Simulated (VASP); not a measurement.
A run of VASP 6.6.1 is set up as follows.

INCAR

```
PREC     = Accurate       # precision mode
ENCUT    = 520            # plane-wave cutoff, eV
EDIFF    = 1E-7           # SCF threshold, eV
ISMEAR   = -1             # smearing method
SIGMA    = 0.02           # smearing width, eV
LREAL    = False          # projectors in reciprocal space
LASPH    = True           # aspherical terms in the spheres
NELM     = 100            # most SCF steps
ALGO     = Normal         # electronic algorithm
ISIF     = 2              # what is computed and relaxed
LWAVE    = False          # write WAVECAR
LCHARG   = False          # write CHGCAR
GGA      = PE             # functional
NBANDS   = 26             # bands
```

The input KPOINTS:

```
regular mesh
0
Gamma
  6 6 4
```

File POSCAR:

```
Cd2SO
1.0
    3.6508322947      0.0000000000      0.0000000000
    0.0000000000      3.6508322947      0.0000000000
    0.0000000000      0.0000000000      5.0328769780
O Cd S
1 2 1
Direct
    0.0000000000      0.0000000000      0.0000000000
    0.0000000000      0.0000000000      0.5000000000
    0.5000000000      0.5000000000      0.0000000000
    0.5000000000      0.5000000000      0.5000000000
```

Potentials or basis: VASP PAW PBE potentials, release 64 (O, Cd, S).

Launch:

```sh
$ cat potpaw_PBE.64/O/POTCAR potpaw_PBE.64/Cd/POTCAR potpaw_PBE.64/S/POTCAR > POTCAR
$ mpirun -np 1 vasp_std > vasp.out
```

(1) Predict the pressure.

(2) Estimate the band gap on the k mesh.

Answers

(1) 3.7 GPa.

(2) 0.08 eV, indirect (least direct gap 1.01 eV).
